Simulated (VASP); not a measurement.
An input for Ansatz (written as the equivalent of a VASP run, and not itself run):

Ansatz 0.2 input:
```yaml
crystal:
  lattice:
    - [0.0000000, 2.6144440, 2.6144440]
    - [2.6144440, 0.0000000, 2.6144440]
    - [2.6144440, 2.6144440, 0.0000000]
  atoms:
    - { symbol: Mn, position: [0.7500000, 0.7500000, 0.7500000], spin: 4 }
    - { symbol: Mn, position: [0.5000000, 0.5000000, 0.5000000], spin: 4 }
kpoints:
  mp_grid: { grid: [9, 9, 9] }
hamiltonian:
  xc: pbe
  pseudopotentials: { kind: paw }
magnetization: { spin_polarized: true }
scf:
  occupations: { method: gaussian, width: 0.1 }
  max_iter: 100
output: { forces: true, stress: true, eigenvalues: true }
```

Q: Translate this input to VASP (INCAR, KPOINTS, POSCAR, choice of POTCAR).

A: This is not unique; one that fits is 
### POSCAR
```
Mn
5.2288880
  0.0000000000   0.5000000000   0.5000000000
  0.5000000000   0.0000000000   0.5000000000
  0.5000000000   0.5000000000   0.0000000000
Mn
2
Direct
  0.7500000000   0.7500000000   0.7500000000
  0.5000000000   0.5000000000   0.5000000000
```

INCAR:
```
LASPH  =  .TRUE.   # aspherical one-centre terms
LWAVE  =  .FALSE.
ALGO  =  Normal   # blocked Davidson
SYSTEM  =  Mn
PREC  =  Accurate
ISMEAR  =  0
ENCUT  =  300
GGA  =  PE   # PBE
MAGMOM  =  2*4.0
LMAXMIX  =  4   # l cut-off of mixed one-centre charges
NELM  =  100   # most electronic steps
LORBIT  =  11   # lm-projected
ISIF  =  2   # forces and stress, cell fixed
ISPIN  =  2   # spin-polarised
LCHARG  =  .FALSE.
SIGMA  =  0.1   # width (eV)
LREAL  =  .FALSE.   # projection in real space or not
EDIFF  =  1E-6   # SCF stop (eV)
```

**KPOINTS**
```
Automatic mesh
0
Gamma
9 9 9
0 0 0
```

POTCAR, in this order: Mn_pv (PBE.64 set). Program: vasp_std.

Limits of the translation: each code has its own PAW files, so the cut-off isn't converted (ENCUT is set for VASP's; basis.ecutwfc is left out, and Ansatz then takes the one that its files recommend); Ansatz stops its SCF on the density residual and VASP on the energy change (EDIFF).

The structure was generated: Mn was put into an ordered model structure, which need not be its known phase. The cell was not relaxed at this level.
